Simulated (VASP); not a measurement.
Level of theory: rev-vdW-DF2, VASP's PBE PAW potentials (set 64) (plane waves; VASP 6.6.1).

VASP input:

### INCAR
```
SYSTEM=GaP
PREC=Accurate; ENCUT=520; LREAL=.FALSE.
LASPH=.TRUE.
EDIFF=1E-7; NELM=100; ALGO=Normal
LMAXMIX=4
ISMEAR=-5
GGA=MK; LUSE_VDW=.TRUE.; AGGAC=0.0
PARAM1=0.1234568; PARAM2=0.7114; ZAB_VDW=-1.8867
ISIF=2
LWAVE=.FALSE.; LCHARG=.TRUE.; LORBIT=11
NEDOS=601
```

File POSCAR:
```
GaP
5.4765990
  0.0000000000   0.4999999637   0.4999999637
  0.4999999637   0.0000000000   0.4999999637
  0.4999999637   0.4999999637   0.0000000000
Ga P
1 1
direct
  0.0000000000   0.0000000000   0.0000000000
  0.2500000000   0.2500000000   0.2500000000
```

KPOINTS:
```
Automatic
0
gamma
  9 9 9
```

POTCAR, in this order: Ga_d P (PBE.64 set). Program: vasp_std.

Question: What will the output report for the number of irreducible k-points (NKPTS), largest plane-wave count, number of space-group operations, FFT grid (NGX, NGY, NGZ)?

Answer: 
The number of irreducible k-points (NKPTS) is 35. The largest plane-wave count is 1125, the number of space-group operations is 24 and the FFT grid (NGX, NGY, NGZ) comes out as 30 × 30 × 30.

The compound is GaP in the zinc blende structure. It was relaxed first.
